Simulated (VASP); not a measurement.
Output of a VASP run:

### OSZICAR
```
       N       E                     dE             d eps       ncg     rms          rms(c)
DAV:   1    -0.615260999523E+03   -0.61526E+03   -0.18264E+01   856   0.867E+00    0.494E+01
DAV:   2    -0.615476472417E+03   -0.21547E+00   -0.91203E-01   796   0.204E+00    0.335E+01
DAV:   3    -0.615517858070E+03   -0.41386E-01   -0.39391E-01   816   0.118E+00    0.210E+01
DAV:   4    -0.615526079338E+03   -0.82213E-02   -0.11984E-01   864   0.748E-01    0.125E+01
DAV:   5    -0.615520177794E+03    0.59015E-02   -0.39842E-02   848   0.489E-01    0.731E+00
DAV:   6    -0.615517813143E+03    0.23647E-02   -0.98083E-03   816   0.258E-01    0.428E+00
DAV:   7    -0.615516278165E+03    0.15350E-02   -0.19700E-03   806   0.125E-01    0.250E+00
DAV:   8    -0.615515675252E+03    0.60291E-03   -0.10325E-03   798   0.802E-02    0.145E+00
DAV:   9    -0.615515546656E+03    0.12860E-03   -0.49410E-04   822   0.542E-02    0.826E-01
DAV:  10    -0.615515530475E+03    0.16181E-04   -0.19739E-04   820   0.313E-02    0.467E-01
DAV:  11    -0.615515536181E+03   -0.57058E-05   -0.83414E-05   664   0.169E-02
   1 F= -.61551554E+03 E0= -.61551554E+03  d E =-.357441E-12  mag=     1.0000
```

OUTCAR:
```
------------------------ aborting loop because EDIFF is reached ----------------------------------------
  volume of cell :      764.49
      direct lattice vectors                 reciprocal lattice vectors
     4.693267657 -8.128978018  0.000000000     0.106535582 -0.061508347  0.000000000
     4.693267657  8.128978018  0.000000000     0.106535582  0.061508347  0.000000000
     0.000000000  0.000000000 10.019202616     0.000000000  0.000000000  0.099808342
  FREE ENERGIE OF THE ION-ELECTRON SYSTEM (eV)
  ---------------------------------------------------
  free  energy   TOTEN  =      -615.5155361807 eV

  energy  without entropy=     -615.5155361807  energy(sigma->0) =     -615.51553618

  exchange ACFDT corr.  =         0.00000000  see jH, gK, PRB 81, 115126

 total charge

# of ion       s       p       d       tot
------------------------------------------
    1        0.411   0.448   0.000   0.859
    2        0.411   0.448   0.000   0.859
    3        0.413   0.453   0.000   0.866
    4        0.416   0.456   0.000   0.872
    5        0.409   0.442   0.000   0.851
    6        0.411   0.447   0.000   0.858
    7        0.412   0.451   0.000   0.863
    8        0.416   0.453   0.000   0.868
    9        0.409   0.445   0.000   0.854
   10        0.411   0.448   0.000   0.859
   11        0.411   0.447   0.000   0.857
   12        0.417   0.452   0.000   0.869
   13        0.412   0.450   0.000   0.861
   14        0.409   0.445   0.000   0.854
   15        0.413   0.453   0.000   0.866
   16        0.421   0.454   0.000   0.875
   17        0.411   0.445   0.000   0.856
   18        0.410   0.450   0.000   0.861
   19        0.430   0.470   0.000   0.899
   20        0.408   0.441   0.000   0.850
   21        0.411   0.449   0.000   0.860
   22        0.412   0.450   0.000   0.862
   23        0.417   0.454   0.000   0.871
   24        0.409   0.443   0.000   0.852
   25        0.411   0.448   0.000   0.859
   26        0.411   0.447   0.000   0.858
   27        0.417   0.456   0.000   0.873
   28        0.410   0.445   0.000   0.855
   29        0.412   0.452   0.000   0.865
   30        0.412   0.449   0.000   0.861
   31        0.429   0.442   0.000   0.871
   32        0.409   0.444   0.000   0.853
   33        0.410   0.446   0.000   0.856
   34        0.411   0.447   0.000   0.858
   35        0.408   0.441   0.000   0.850
   36        1.271   2.424   0.000   3.695
   37        1.228   2.596   0.000   3.825
   38        1.230   2.589   0.000   3.819
   39        1.229   2.599   0.000   3.828
   40        1.233   2.596   0.000   3.829
   41        1.228   2.598   0.000   3.826
   42        1.229   2.600   0.000   3.829
   43        1.228   2.594   0.000   3.822
   44        1.230   2.599   0.000   3.828
   45        1.229   2.595   0.000   3.824
   46        1.228   2.598   0.000   3.827
   47        1.229   2.599   0.000   3.827
   48        1.271   2.429   0.000   3.700
   49        1.230   2.597   0.000   3.827
   50        1.230   2.590   0.000   3.820
   51        1.271   2.435   0.000   3.706
   52        1.232   2.575   0.000   3.806
...
```
(Selected blocks of OUTCAR.)

File POSCAR:
```
Al35CN35
1
    4.6932676572    -8.1289780179     0.0000000000
    4.6932676572     8.1289780179     0.0000000000
    0.0000000000     0.0000000000    10.0192026156
Al N C
35 35 1
Direct
  0.2236760388   0.1115117031   0.2463142633
  0.1105010895   0.2224096754   0.9998668463
  0.2180082674   0.1102703688   0.7492514881
  0.1106297839   0.2252076912   0.5023549597
  0.2229338817   0.4435891662   0.2494643678
  0.1119200686   0.5566121038   0.0008561135
  0.2193160949   0.4445524969   0.7535155036
  0.1108628296   0.5569612813   0.5005639176
  0.2229032940   0.7778831318   0.2486044890
  0.1113747378   0.8887460237   0.9989900231
  0.2216279422   0.7782872239   0.7511731917
  0.1129675090   0.8878688667   0.5017886329
  0.5563721880   0.1101276981   0.2458284994
  0.4444137947   0.2211022622   0.9942084043
  0.5575965405   0.1105247841   0.7490002245
  0.5591100367   0.4404123533   0.2349919712
  0.4447342702   0.5565711453   0.9980240737
  0.5564996420   0.4499965502   0.7499014791
  0.4325517594   0.5580647418   0.5106657860
  0.5561038541   0.7772551188   0.2491043214
  0.4442534581   0.8885899344   0.9997237972
  0.5557751486   0.7807906266   0.7524585466
  0.4403575421   0.8878038512   0.5022197787
  0.8896934297   0.1107705801   0.2490228749
  0.7791694359   0.2225164922   0.9987816556
  0.8883928334   0.1109571227   0.7501687627
  0.7803439347   0.2242024004   0.5015283007
  0.8908048456   0.4437388528   0.2472440305
  0.7809477166   0.5571926983   0.9968786709
  0.8891981592   0.4438256153   0.7509754453
  0.7895858085   0.5573817912   0.5034028519
  0.8899424767   0.7777932243   0.2470739243
  0.7783541511   0.8895023612   0.0003139176
  0.8890337794   0.7800714099   0.7500478733
  0.7765977823   0.8886256170   0.5000331362
  0.1982949972   0.1003189106   0.4343394754
  0.1118635369   0.2225787438   0.1903555481
  0.2207973630   0.1107552316   0.9410606767
  0.1104036226   0.2238817554   0.6920445322
  0.2183881655   0.4446746096   0.4416475218
  0.1129985280   0.5556869399   0.1915305538
  0.2220146965   0.4448755230   0.9433310848
  0.1101960133   0.5563940882   0.6913514698
  0.2211691356   0.7773891742   0.4410526878
  0.1117777266   0.8884822062   0.1897181722
  0.2224110155   0.7780597047   0.9411979283
  0.1102975217   0.8887494796   0.6910858590
  0.5681060534   0.0991582820   0.4337083393
  0.4442248726   0.2186302355   0.1863409148
  0.5570257784   0.1105252221   0.9407729365
  0.4447346454   0.2245946393   0.7153865279
  0.4458116659   0.5543983206   0.1911083609
  0.5573774519   0.4465223135   0.9425055751
  0.4413806648   0.5584707766   0.6979487696
  0.5541755279   0.7762162518   0.4413783877
  0.4443655110   0.8870496063   0.1901014168
  0.5563799497   0.7787966859   0.9426712982
  0.4433305495   0.8891840903   0.6917018662
  0.8884675278   0.1100898979   0.4408581860
  0.7794193739   0.2223991771   0.1893656183
  0.8890986569   0.1108610387   0.9407157182
  0.7786720351   0.2231560093   0.6910865794
  0.8904314944   0.4437307409   0.4397330426
  0.7822083420   0.5563917275   0.1872024637
  0.8902053245   0.4448582747   0.9405340505
  0.7783612754   0.5564177948   0.6916401040
  0.8862454201   0.7756037977   0.4396977864
  0.7781779342   0.8883230008   0.1916638383
  0.8893835466   0.7787243929   0.9402112172
  0.7766870452   0.8888843804   0.6908336697
  0.5539649062   0.4564740122   0.4360037002
```

Task: Write an INCAR and KPOINTS that could have produced this output.

Result: One answer among several that fit: the input of the run itself, HSE06 screened hybrid, plane waves, VASP's PBE PAW potentials (set 64).

File KPOINTS:
```
Automatic mesh
0
Gamma
1 1 1
0 0 0
```

**INCAR**
```
! general
SYSTEM   = Al35CN35
PREC     = Normal
ENCUT    = 400   ! plane-wave cut-off (eV)
LREAL    = Auto   ! projection in real space or not
LASPH    = .TRUE.
ISYM     = 0
NELECT   = 283.0

! electronic loop
EDIFF    = 1E-5
NELM     = 50
NELMIN   = 4
ALGO     = Normal

! smearing
ISMEAR   = 0
SIGMA    = 0.05   ! width (eV)

! functional
GGA      = PE
LHFCALC  = .TRUE.
AEXX     = 0.25
HFSCREEN = 0.2
PRECFOCK = Fast

! spin
ISPIN    = 2
MAGMOM   = 71*0.0141
NUPDOWN  = 1

! ions
ISIF     = 0

! output
LWAVE    = .FALSE.
LCHARG   = .FALSE.
LORBIT   = 10
```

POTCAR, in this order: Al N C (PBE.64 set). Program: vasp_gam. Read from the step before: WAVECAR.

The cell is charged, with a uniform compensating background. The supercell is sampled at Γ alone, which is coarse: total energies, pressure and levels can be off, energies of defects by several tenths of an eV.

The cell is a supercell with a defect, built from AlN (wurtzite): C_N-vac_Al, charge +1. The cell's shape comes from a PBE relaxation.
